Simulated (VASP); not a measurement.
Input:

```yaml
crystal:
  lattice:
    - [4.00519, 0.00000, 0.00000]
    - [0.00000, 4.00519, 0.00000]
    - [0.00000, 0.00000, 4.00519]
  atoms:
    - { symbol: Sr, position: [0.00000, 0.00000, 0.00000] }
    - { symbol: Ti, position: [0.50000, 0.50000, 0.50000] }
    - { symbol: O, position: [0.50000, 0.00000, 0.50000] }
    - { symbol: O, position: [0.00000, 0.50000, 0.50000] }
    - { symbol: O, position: [0.50000, 0.50000, 0.00000] }
```

Computed with revTPSS meta-GGA, VASP's PBE PAW potentials (set 64) (plane waves; VASP 6.6.1). Numerical set-up: 520 eV cut-off, 6×6×6 Γ-centred mesh, Gaussian smearing of 0.050 eV, potentials Sr_sv Ti_sv O.

**Question.** Give the stress tensor in GPa (positive for a compressed cell).

**Answer.** 
```
-9.18   0.00   0.00
 0.00  -9.18   0.00
 0.00   0.00  -9.18
```
The pressure is its mean diagonal, -9.18 GPa.

The compound is SrTiO3 in the cubic perovskite structure, the ideal cubic form; the compound distorts at low or room temperature. This cell is one point of a volume scan, at 1.06 of the reference volume.
